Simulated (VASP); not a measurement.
```yaml
crystal:
  lattice:
    - [0.00000, 2.31573, 2.31573]
    - [2.31573, 0.00000, 2.31573]
    - [2.31573, 2.31573, 0.00000]
  atoms:
    - { symbol: Hf, position: [0.00000, 0.00000, 0.00000] }
    - { symbol: C, position: [0.50000, 0.50000, 0.50000] }
```

Computed with optB86b-vdW, VASP's PBE PAW potentials (set 64) (plane waves; VASP). Run with 520 eV cut-off, Gaussian smearing of 0.050 eV, potentials Hf_pv C.

### Question
Give the energies of bands 5 to 10 at the high-symmetry points, in eV from the Fermi level.

### Answer

| band | Γ | X | U | L | W |
|---|---|---|---|---|---|
| 5 | 0.99 | -2.57 | -3.54 | -6.20 | -3.04 |
| 6 | 0.99 | -1.83 | -2.72 | -3.04 | -2.71 |
| 7 | 0.99 | -0.09 | -1.67 | -3.04 | -2.71 |
| 8 | 1.35 | -0.09 | 1.56 | 5.32 | 3.67 |
| 9 | 1.35 | 5.34 | 5.78 | 5.32 | 3.67 |
| 10 | 1.35 | 6.75 | 6.19 | 5.80 | 6.76 |

It has no gap at this level: it comes out as a metal or semimetal.

The compound is HfC in the rock salt structure. It was relaxed first.
